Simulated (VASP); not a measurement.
MgSnO2:

```
Mg Sn O
1.0
     1.70000    0.98150    6.00000
    -1.70000    0.98150    6.00000
     0.00000   -1.96299    6.00000
Mg Sn O
1 1 2
Direct
  0.50000 0.50000 0.50000
  0.00000 0.00000 0.00000
  0.23500 0.23500 0.23500
  0.76500 0.76500 0.76500
```

The cell was built by a generator and needn't be a form met in nature.

- Program: VASP 6.6.1
- Task: relaxation of cell and atoms
- Functional: PBE
- Potentials or basis: VASP PAW PBE potentials, release 64 (Mg, Sn_d, O)
- Cutoff: 520 eV
- k mesh: 5 × 5 × 5
- Occupations: gaussian, width 0.15 eV
- Spin: no spin polarisation

At the start: pressure -12.2 GPa; volume 15.02 Å³/atom.

**Question.** Where does the relaxation end?

**Answer.** Over 6 steps the energy falls by 87.8 meV/atom and the volume is 12.92 Å³/atom (-13.9 %); space group R-3m (No. 166, to 0.05 Å).

The path:
| step | energy change (eV) | largest force (eV/Å) | pressure (GPa) | volume (Å³) |
| --- | --- | --- | --- | --- |
| 1 | 0.0000 | 0.1742 | -12.16 | 60.07 |
| 2 | -0.3126 | 0.5229 | 3.90 | 50.69 |
| 3 | -0.3321 | 0.4412 | -0.13 | 52.32 |
| 4 | -0.3319 | 0.4465 | 0.52 | 52.17 |
| 5 | -0.3476 | 0.1990 | 0.27 | 51.92 |
| 6 | -0.3511 | 0.0367 | 0.38 | 51.70 |

Final structure:
```
Mg Sn O
1.0
     1.61678    0.93345    5.70943
    -1.61678    0.93345    5.70943
     0.00000   -1.86690    5.70943
Mg Sn O
1 1 2
Direct
  0.50000 0.50000 0.50000
  0.00000 0.00000 0.00000
  0.23223 0.23223 0.23223
  0.76777 0.76777 0.76777
```

Caveat: the k mesh is coarse (spacing up to 0.43 Å⁻¹), so the values aren't converged.
